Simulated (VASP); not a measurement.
Here is the system:

```
CELL_PARAMETERS angstrom
      0.00000     2.33442     2.33442
      2.33442     0.00000     2.33442
      2.33442     2.33442     0.00000
ATOMIC_POSITIONS crystal
  Na 0.00000 0.00000 0.00000
  F  0.50000 0.50000 0.50000
```

The numbers are results of MS2 meta-GGA, VASP's PBE PAW potentials (set 64) (plane waves; VASP), not measurements. Numerical set-up: 520 eV cut-off, 10×10×10 Γ-centred mesh, Gaussian smearing of 0.050 eV, potentials Na_pv F.

Task: Give the stress tensor in GPa (positive for a compressed cell).

Result: 
```
-2.46   0.00   0.00
 0.00  -2.46   0.00
 0.00   0.00  -2.46
```
The pressure is its mean diagonal, -2.46 GPa.

The compound is NaF in the rock salt structure. This cell is one point of a volume scan, at 1.06 of the reference volume.
